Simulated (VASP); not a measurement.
These are PW91 GGA, VASP's PBE PAW potentials (set 64) (plane waves; VASP) values and carry that method's errors.

Input for VASP

INCAR:
```
# general
SYSTEM  = KI
PREC    = Accurate
ENCUT   = 520
LREAL   = .FALSE.
LASPH   = .TRUE.

# electronic loop
EDIFF   = 1E-7
NELM    = 100
ALGO    = Normal
LMAXMIX = 4

# smearing
ISMEAR  = 0
SIGMA   = 0.05

# functional
GGA     = 91

# ions
ISIF    = 2

# output
LWAVE   = .FALSE.
LCHARG  = .FALSE.
```

### KPOINTS
```
Regular mesh
0
G
 7 7 7
0 0 0
```

File POSCAR:
```
KI
1
    0.0000000000     3.6267877613     3.6267877613
    3.6267877613     0.0000000000     3.6267877613
    3.6267877613     3.6267877613     0.0000000000
K I
1 1
Direct
  0.0000000000   0.0000000000   0.0000000000
  0.5000000000   0.5000000000   0.5000000000
```

POTCAR, in this order: K_sv I (PBE.64 set). Program: vasp_std.

The resulting files:

OUTCAR:
```
 ion  position               nearest neighbor table
   1  0.000  0.000  0.000-   2 3.63   2 3.63   2 3.63   2 3.63   2 3.63   2 3.63
   2  0.500  0.500  0.500-   1 3.63   1 3.63   1 3.63   1 3.63   1 3.63   1 3.63
  LATTYP: Found a face centered cubic cell.
 ALAT       =     7.2535755226
 Subroutine PRICEL returns:
 Original cell was already a primitive cell.
 Subroutine GETGRP returns: Found 48 space group operations
The static configuration has the point symmetry O_h .
The dynamic configuration has the point symmetry O_h .
 Subroutine INISYM returns: Found 48 space group operations
 Subroutine IBZKPT returns following result:
 Found     20 irreducible k-points:

 Following reciprocal coordinates:
            Coordinates               Weight
  0.000000  0.000000  0.000000      1.000000
  0.142857  0.000000  0.000000      8.000000
  0.285714  0.000000  0.000000      8.000000
  0.428571  0.000000  0.000000      8.000000
  0.142857  0.142857  0.000000      6.000000
  0.285714  0.142857  0.000000     24.000000
  0.428571  0.142857  0.000000     24.000000
 -0.428571  0.142857  0.000000     24.000000
 -0.285714  0.142857  0.000000     24.000000
 -0.142857  0.142857  0.000000     12.000000
  0.285714  0.285714  0.000000      6.000000
  0.428571  0.285714  0.000000     24.000000
 -0.428571  0.285714  0.000000     24.000000
 -0.285714  0.285714  0.000000     12.000000
  0.428571  0.428571  0.000000      6.000000
 -0.428571  0.428571  0.000000     12.000000
  0.428571  0.285714  0.142857     24.000000
 -0.428571  0.285714  0.142857     48.000000
 -0.428571  0.428571  0.142857     24.000000
 -0.285714  0.428571  0.142857     24.000000
   k-points           NKPTS =     20   k-points in BZ     NKDIM =     20   number of bands    NBANDS=     12
   number of dos      NEDOS =    301   number of ions     NIONS =      2
   total plane-waves  NPLWV =  64000
   dimension x,y,z NGX =    40 NGY =   40 NGZ =   40
...
```

File OSZICAR:
```
       N       E                     dE             d eps       ncg     rms          rms(c)
DAV:   1     0.916040994092E+02    0.91604E+02   -0.64930E+03   480   0.111E+03
DAV:   2     0.775447000477E+00   -0.90829E+02   -0.85534E+02   560   0.240E+02
DAV:   3    -0.538464140340E+01   -0.61601E+01   -0.61322E+01   640   0.596E+01
DAV:   4    -0.570485807341E+01   -0.32022E+00   -0.31988E+00   884   0.111E+01
DAV:   5    -0.570578534837E+01   -0.92727E-03   -0.92726E-03   612   0.700E-01    0.286E+00
DAV:   6    -0.561634393193E+01    0.89441E-01   -0.12850E-01   592   0.208E+00    0.206E+00
DAV:   7    -0.561104192826E+01    0.53020E-02   -0.13094E-01   600   0.199E+00    0.747E-01
DAV:   8    -0.561722411003E+01   -0.61822E-02   -0.13623E-02   616   0.840E-01    0.101E-01
DAV:   9    -0.561803800300E+01   -0.81389E-03   -0.13059E-03   620   0.238E-01    0.809E-02
DAV:  10    -0.561819112787E+01   -0.15312E-03   -0.15932E-04   632   0.832E-02    0.153E-02
DAV:  11    -0.561821072866E+01   -0.19601E-04   -0.33751E-05   592   0.359E-02    0.140E-02
DAV:  12    -0.561821322436E+01   -0.24957E-05   -0.46463E-06   592   0.171E-02    0.907E-03
DAV:  13    -0.561821367075E+01   -0.44638E-06   -0.19163E-06   584   0.790E-03    0.425E-03
DAV:  14    -0.561821362562E+01    0.45131E-07   -0.79539E-08   448   0.223E-03
   1 F= -.56182136E+01 E0= -.56182136E+01  d E =-.633908E-13
```

File OUTCAR:
```
------------------------ aborting loop because EDIFF is reached ----------------------------------------
  FORCE on cell =-STRESS in cart. coord.  units (eV):
  Direction    XX          YY          ZZ          XY          YZ          ZX
  --------------------------------------------------------------------------------------
  Total       -0.1736179     -0.1736179     -0.1736179      0.0000000      0.0000000      0.0000000
  in kB       -2.9154704     -2.9154704     -2.9154704      0.0000000      0.0000000      0.0000000
  external PRESSURE =      -2.9154704 kB  Pullay stress =       0.0000000 kB
  volume of cell :       95.41
      direct lattice vectors                 reciprocal lattice vectors
     0.000000000  3.626787761  3.626787761    -0.137863044  0.137863044  0.137863044
     3.626787761  0.000000000  3.626787761     0.137863044 -0.137863044  0.137863044
     3.626787761  3.626787761  0.000000000     0.137863044  0.137863044 -0.137863044
  FREE ENERGIE OF THE ION-ELECTRON SYSTEM (eV)
  ---------------------------------------------------
  free  energy   TOTEN  =        -5.6182136256 eV

  energy  without entropy=       -5.6182136256  energy(sigma->0) =       -5.61821363
```
(Selected blocks of OUTCAR.)

The compound is KI in the rock salt structure. This cell is one point of a volume scan, at 1.03 of the reference volume.
